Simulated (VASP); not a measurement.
Level of theory: LDA (Ceperley-Alder, Perdew-Zunger), VASP's LDA PAW potentials (set 64) (plane waves; VASP 6.6.1).

VASP ran on this input.

### POSCAR
```
AgCl
1.0
  0.0000000000   2.6746618795   2.6746618795
  2.6746618795   0.0000000000   2.6746618795
  2.6746618795   2.6746618795   0.0000000000
Ag Cl
1 1
Cartesian
  5.3493237590   5.3493237590   5.3493237590
  2.6746618795   2.6746618795   2.6746618795
```

**INCAR**
```
SYSTEM = AgCl
PREC = Accurate; ENCUT = 500; LREAL = F
LASPH = T
EDIFF = 1E-6; NELM = 100; ALGO = Normal
LMAXMIX = 4
ISMEAR = 0; SIGMA = 0.05
IBRION = 2; NSW = 40; ISIF = 3
EDIFFG = -0.02
LWAVE = F; LCHARG = F
```

**KPOINTS**
```
Automatic mesh
0
Gamma
9 9 9
0 0 0
```

POTCAR, in this order: Ag Cl (LDA.64 set). Program: vasp_std.

What VASP printed:

File OUTCAR:
```
 ion  position               nearest neighbor table
   1  0.000  0.000  0.000-   2 2.67   2 2.67   2 2.67   2 2.67   2 2.67   2 2.67
   2  0.500  0.500  0.500-   1 2.67   1 2.67   1 2.67   1 2.67   1 2.67   1 2.67
  LATTYP: Found a face centered cubic cell.
 ALAT       =     5.3493237590
 Subroutine PRICEL returns:
 Original cell was already a primitive cell.
 Subroutine GETGRP returns: Found 48 space group operations
The static configuration has the point symmetry O_h .
The dynamic configuration has the point symmetry O_h .
 Subroutine INISYM returns: Found 48 space group operations
 Subroutine IBZKPT returns following result:
 Found     35 irreducible k-points:

 Following reciprocal coordinates:
            Coordinates               Weight
  0.000000  0.000000  0.000000      1.000000
  0.111111  0.000000  0.000000      8.000000
  0.222222  0.000000  0.000000      8.000000
  0.333333  0.000000  0.000000      8.000000
  0.444444  0.000000  0.000000      8.000000
  0.111111  0.111111  0.000000      6.000000
  0.222222  0.111111  0.000000     24.000000
  0.333333  0.111111  0.000000     24.000000
  0.444444  0.111111  0.000000     24.000000
...
```

**OSZICAR**
```
       N       E                     dE             d eps       ncg     rms          rms(c)
DAV:   1     0.982061318424E+02    0.98206E+02   -0.87010E+03   934   0.123E+03
DAV:   2    -0.317830179344E+01   -0.10138E+03   -0.94955E+02  1055   0.253E+02
DAV:   3    -0.692066750877E+01   -0.37424E+01   -0.37304E+01  1105   0.527E+01
DAV:   4    -0.694829875336E+01   -0.27631E-01   -0.27628E-01   990   0.503E+00
DAV:   5    -0.694868031648E+01   -0.38156E-03   -0.38156E-03  1135   0.589E-01    0.897E+00
DAV:   6    -0.680197868623E+01    0.14670E+00   -0.32253E-01   983   0.835E+00    0.585E+00
DAV:   7    -0.679531871634E+01    0.66600E-02   -0.72302E-02   935   0.220E+00    0.220E+00
DAV:   8    -0.679303879890E+01    0.22799E-02   -0.39792E-03   955   0.721E-01    0.273E-01
DAV:   9    -0.679295294793E+01    0.85851E-04   -0.48737E-04  1080   0.293E-01    0.332E-02
DAV:  10    -0.679295718791E+01   -0.42400E-05   -0.12826E-05   975   0.423E-02    0.145E-02
DAV:  11    -0.679295833586E+01   -0.11480E-05   -0.15380E-06   680   0.125E-02    0.403E-03
DAV:  12    -0.679295823559E+01    0.10027E-06   -0.14581E-07   475   0.510E-03
   1 F= -.67929582E+01 E0= -.67929582E+01  d E =-.679296E+01
       N       E                     dE             d eps       ncg     rms          rms(c)
DAV:   1    -0.679572367953E+01   -0.27653E-02   -0.49001E-02   910   0.249E+00    0.360E-01
DAV:   2    -0.679320423610E+01    0.25194E-02   -0.72809E-03   910   0.107E+00    0.123E-01
DAV:   3    -0.679304923242E+01    0.15500E-03   -0.46354E-04   945   0.177E-01    0.820E-02
DAV:   4    -0.679303445295E+01    0.14779E-04   -0.18945E-05   995   0.414E-02    0.251E-02
DAV:   5    -0.679303303271E+01    0.14202E-05   -0.40192E-06  1035   0.336E-02    0.365E-03
DAV:   6    -0.679303293583E+01    0.96875E-07   -0.12045E-06   470   0.148E-02
   2 F= -.67930329E+01 E0= -.67930329E+01  d E =-.747002E-04
```

### OUTCAR
```
------------------------ aborting loop because EDIFF is reached ----------------------------------------
  FORCE on cell =-STRESS in cart. coord.  units (eV):
  Direction    XX          YY          ZZ          XY          YZ          ZX
  --------------------------------------------------------------------------------------
  Total       -0.0095309     -0.0095309     -0.0095309      0.0000000      0.0000000      0.0000000
  in kB       -0.3974949     -0.3974949     -0.3974949      0.0000000      0.0000000      0.0000000
  external PRESSURE =      -0.3974949 kB  Pullay stress =       0.0000000 kB
  volume of cell :       38.42
      direct lattice vectors                 reciprocal lattice vectors
     0.000000000  2.678100685  2.678100685    -0.186699478  0.186699478  0.186699478
     2.678100685  0.000000000  2.678100685     0.186699478 -0.186699478  0.186699478
     2.678100685  2.678100685  0.000000000     0.186699478  0.186699478 -0.186699478
  FREE ENERGIE OF THE ION-ELECTRON SYSTEM (eV)
  ---------------------------------------------------
  free  energy   TOTEN  =        -6.7930329358 eV

  energy  without entropy=       -6.7930329358  energy(sigma->0) =       -6.79303294

 reached required accuracy - stopping structural energy minimisation
```
(Selected blocks of OUTCAR.)

File CONTCAR:
```
AgCl
   1.00000000000000
     0.0000000000000000    2.6781006850253322    2.6781006850253322
     2.6781006850253322    0.0000000000000000    2.6781006850253322
     2.6781006850253322    2.6781006850253322    0.0000000000000000
  Ag              Cl
     1     1
Direct
     0.0000000000000000    0.0000000000000000    0.0000000000000000
     0.5000000000000000    0.5000000000000000    0.5000000000000000
```

The compound is AgCl in the rock salt structure. This run relaxes it. Symmetry was kept, so distortions that lower it aren't found.
